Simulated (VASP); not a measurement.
# Settings for SiF₂: relaxation of the atoms

SiF₂, molecule in box, 3 atoms in the cell. PBE, relaxation of the atoms; PAW potentials F, Si (PBE set). VASP 6.6.1.

Wanted: energy within 1 meV/atom; two shortest distances of each atom within 0.01 Å.

POSCAR:
```
SiF2
1.0
   11.0000000000      0.0000000000      0.0000000000
    0.0000000000     12.0000000000      0.0000000000
    0.0000000000      0.0000000000     10.0000000000
F Si
2 1
Direct
    0.5291730000      0.6040180000      0.5310280000
    0.5426340000      0.4005680000      0.5189620000
    0.4544150000      0.4948630000      0.4753150000
```

The series start from Force threshold EDIFFG (eV/Å): -0.02; Electronic threshold EDIFF (eV): 1e-6; Relaxation method: conjugate gradient, POTIM 0.5; Mixing and least electronic steps: default. Each series keeps the choices made before it, and each single choice may use up half of a tolerance.

## Force threshold EDIFFG (eV/Å)

| Force threshold EDIFFG (eV/Å) | Energy less reference (meV/atom) | Two shortest distances of each atom, largest deviation (Å) | Time (s) |
|---|---|---|---|
| -0.1 | 0.0 | 0.006 | 21 |
| -0.05 | 0.0 | 0.006 | 21 |
| -0.03 | 0.0 | 0.006 | 20 |
| -0.02 | 0.0 | 0.002 | 31 |
| -0.01 (reference) | 0.0 | 0.000 | 24 |
| -0.005 | no result | no result | 164 |
| -0.002 | no result | no result | 167 |

Chosen: -0.02, the loosest value from which every tighter one stays within half of the tolerance (runs without a result left aside).

## Electronic threshold EDIFF (eV)

| Electronic threshold EDIFF (eV) | Energy less reference (meV/atom) | Two shortest distances of each atom, largest deviation (Å) | Time (s) |
|---|---|---|---|
| 0.001 | 0.0 | 0.001 | 13 |
| 0.0001 | 0.0 | 0.001 | 16 |
| 1e-5 | 0.0 | 0.001 | 15 |
| 1e-6 | 0.0 | 0.002 | 31 |
| 1e-7 (reference) | 0.0 | 0.000 | 28 |

Chosen: 0.001, the loosest value from which every tighter one stays within half of the tolerance.

## Relaxation method

| Relaxation method | Energy less reference (meV/atom) | Two shortest distances of each atom, largest deviation (Å) | Time (s) |
|---|---|---|---|
| conjugate gradient, POTIM 0.5 | 0.0 | 0.000 | 13 |
| conjugate gradient, POTIM 0.2 | 0.0 | 0.001 | 12 |
| conjugate gradient, POTIM 1.0 | 0.0 | 0.001 | 15 |
| quasi-Newton, POTIM 0.5 | 0.0 | 0.002 | 9.3 |
| quasi-Newton, POTIM 0.3, 10 steps kept | 0.0 | 0.002 | 7.7 |
| quasi-Newton, POTIM 0.5, at least 5 electronic steps | 0.0 | 0.002 | 10 |
| damped dynamics, POTIM 0.2, SMASS 0.4 | 0.0 | 0.003 | 21 |
| damped dynamics, POTIM 0.4, SMASS 0.8 | no result | no result | 186 |
| velocity quench, POTIM 0.1 | 0.0 | 0.005 | 10 |

Chosen: quasi-Newton, POTIM 0.3, 10 steps kept, the fastest of those that stay within half of the tolerance.

## Mixing and least electronic steps

| Mixing and least electronic steps | Energy less reference (meV/atom) | Two shortest distances of each atom, largest deviation (Å) | SCF iterations | Time (s) |
|---|---|---|---|---|
| default | 0.0 | 0.000 | 33 | 7.7 |
| MAXMIX 40 | 0.0 | 0.003 | 33 | 8.1 |
| NELMIN 4 | 0.0 | 0.001 | 38 | 8.5 |
| NELMIN 4, MAXMIX 40 | 0.0 | 0.001 | 42 | 9.5 |
| ALGO Fast | 0.0 | 0.001 | 35 | 8.3 |

Chosen: default; no other choice that stays within half of the tolerance saves 30 % of the time.

## All choices together

| Input | Energy less reference (meV/atom) | Two shortest distances of each atom, largest deviation (Å) | Time (s) |
|---|---|---|---|
| program defaults (naive) | 0.1 | 0.003 | 17 |
| chosen settings | 0.0 | 0.001 | 7.7 |
| reference settings throughout | 0.0 | 0.000 | 31 |

The tolerance is met.

Values of the reference run: Two shortest distances of each atom: 1.625, 1.625, 1.625, 1.625, 2.509, 2.509 A.

## The input

INCAR:
```
SYSTEM = SiF2
PREC = Normal
ENCUT = 400
EDIFF = 0.001
ISMEAR = 0
SIGMA = 0.01
ISYM = 0
LREAL = .FALSE.
LASPH = .TRUE.
NELM = 100
ALGO = Normal
LWAVE = .FALSE.
LCHARG = .FALSE.
IBRION = 1
NSW = 150
ISIF = 2
EDIFFG = -0.02
POTIM = 0.3
KPAR = 1
NFREE = 10
```

KPOINTS:
```
k-points
0
Gamma
  1 1 1
```

Commands:
```
cat potpaw_PBE.64/F/POTCAR potpaw_PBE.64/Si/POTCAR > POTCAR
mpirun -np 4 vasp_gam > vasp.out
```

The naive input happens to agree within the tolerance here, in 17 s.

The chosen input took VASP 6.6.1 7.7 s on 4 cores (AMD EPYC 9R45 (Zen 5)), a shared host.

## An input that fails: no relaxation method typed, so the run becomes molecular dynamics without a time step

VASP's message: Fatal error! IBRION=0, but no entry for POTIM on file INCAR. MUST be specified!.

Changes against the starting input:
```
- IBRION = 2
- POTIM = 0.5
```
